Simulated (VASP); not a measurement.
Shape and ions are relaxed at each volume.

Consider the following.

```
CELL_PARAMETERS angstrom
      1.56057    -2.70299     0.00000
      1.56057     2.70299     0.00000
      0.00000     0.00000     5.00339
ATOMIC_POSITIONS crystal
  Al 0.66667 0.33333 0.50019
  Al 0.33333 0.66667 0.00019
  N  0.66667 0.33333 0.88181
  N  0.33333 0.66667 0.38181
```

Method: rev-vdW-DF2, VASP's PBE PAW potentials (set 64) (plane waves; VASP). Settings: 520 eV cut-off, 8×8×5 Γ-centred mesh, Gaussian smearing of 0.050 eV, potentials Al N.

### Question
Give the energy at these volumes per atom, relative to the lowest: 9.92, 10.23, 10.55, 10.86, 11.18 Å³.

### Answer
26.3, 6.3, 0.0, 5.4, 21.0 meV/atom. A third-order Birch-Murnaghan fit gives B0 = 197 GPa and B0′ = 3.9.

Measured: bulk modulus 208 GPa (computed value off by -5.1 %), as given by J. Phys. Chem. B 108, 11506, doi 10.1021/jp048396e, abstract (bulk AlN value quoted). The calculation is for a static lattice, while the measured bulk modulus holds thermal and zero-point effects, which are part of the difference.

The compound is AlN in the wurtzite structure. It was relaxed first.
